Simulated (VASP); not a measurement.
GdN:

```
Gd N
1.0
     0.00000    2.53500    2.53500
     2.53500    0.00000    2.53500
     2.53500    2.53500    0.00000
Gd N
1 1
Direct
  0.00000 0.00000 0.00000
  0.50000 0.50000 0.50000
```

The cell comes from a database or a generator and needn't be the stable form of this composition.

Base run:

```yaml
Program: VASP 6.6.1
Functional: PBE
Potentials_or_basis: VASP PAW PBE potentials, release 64 (Gd, N)
Cutoff: 520 eV
k_mesh: 10 × 10 × 10
Occupations: fermi-dirac, width 0.05 eV
Spin: collinear spin, ferromagnetic start
Starting_moments: "[7.0, 0.0] μB"
Hubbard_terms: Gd f U = 4 eV
```

Its results: pressure -5.7 GPa; net moment 7.00 μB per cell; site moments Gd +6.86; N -0.11 μB.

Problem. The run is repeated on the same cell with these changes: hubbard terms from Gd f U = 4 eV to Gd f U = 6 eV. What comes out?

Solution. Pressure -5.3 GPa; net moment 7.00 μB per cell; site moments Gd +6.87; N -0.11 μB.

Caveats: a cell with one magnetic atom can't hold antiferromagnetic order, which such compounds often take.

Not every run made on this cell is shown here.
